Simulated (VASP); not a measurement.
Zn2CdSeS2:

```
Zn Cd Se S
1.0
     3.97923    0.00000    0.00000
    -1.98962    3.44611    0.00000
     0.00000    0.00000    9.10939
Zn Cd Se S
2 1 1 2
Cartesian
  1.9896 1.1487 1.9854
  1.9896 1.1487 7.1240
  1.9896 1.1487 4.5547
  0.0000 0.0000 0.0000
  0.0000 2.2974 0.0000
  0.0000 2.2974 4.5547
```

The cell was built by a generator and needn't be a form met in nature.

```yaml
Program: VASP 6.6.1
Task: relaxation of cell and atoms
Functional: PBE
Potentials_or_basis: VASP PAW PBE potentials, release 64 (Zn, Cd, Se, S)
Cutoff: 520 eV
k_mesh: 4 × 4 × 2
Occupations: gaussian, width 0.15 eV
Spin: no spin polarisation
```

At the start: pressure 17.1 GPa; volume 20.82 Å³/atom.

Task: Where does the relaxation end?

Result: Over 14 steps the energy falls by 342.7 meV/atom and the volume is 24.08 Å³/atom (+15.7 %); space group P-6m2 (No. 187, to 0.05 Å).

Step by step:
| step | energy change (eV) | largest force (eV/Å) | pressure (GPa) | volume (Å³) |
| --- | --- | --- | --- | --- |
| 1 | 0.0000 | 0.9265 | 17.09 | 124.92 |
| 2 | -1.6493 | 0.4991 | -2.65 | 168.93 |
| 3 | -1.7627 | 0.6037 | -0.19 | 157.09 |
| 4 | -1.7632 | 0.5923 | -0.26 | 157.77 |
| 5 | -1.7627 | 0.5861 | -0.45 | 158.48 |
| 6 | -1.7978 | 0.5043 | -0.38 | 157.74 |
| 7 | -1.8895 | 0.3511 | -0.17 | 155.51 |
| 8 | -1.9936 | 0.0061 | -0.67 | 151.05 |
| 9 | -2.0114 | 0.0473 | -0.02 | 148.82 |
| 10 | -2.0240 | 0.0612 | -0.19 | 147.00 |
| 11 | -2.0032 | 0.4518 | 1.02 | 143.35 |
| 12 | -2.0279 | 0.0607 | -0.16 | 146.44 |
| 13 | -2.0333 | 0.1317 | -0.33 | 142.75 |
| 14 | -2.0560 | 0.0505 | -0.49 | 144.48 |

Final structure:
```cif
data_structure
_symmetry_space_group_name_H-M 'P 1'
_symmetry_Int_Tables_number 1
_cell_length_a 4.4789
_cell_length_b 4.4789
_cell_length_c 8.3163
_cell_angle_alpha 90.000
_cell_angle_beta 90.000
_cell_angle_gamma 120.000
_cell_volume 144.48
loop_
_atom_site_label
_atom_site_type_symbol
_atom_site_fract_x
_atom_site_fract_y
_atom_site_fract_z
_atom_site_occupancy
Zn1 Zn 0.66667 0.33333 0.16194 1
Zn2 Zn 0.66667 0.33333 0.83806 1
Cd1 Cd 0.66667 0.33333 0.50000 1
Se1 Se 0.00000 0.00000 0.00000 1
S1 S 0.33333 0.66667 0.00000 1
S2 S 0.33333 0.66667 0.50000 1
```

Caveat: the k mesh is coarse (spacing up to 0.46 Å⁻¹), so the values aren't converged; the volume moved by over 15 % at a fixed basis, so the end points are rough.
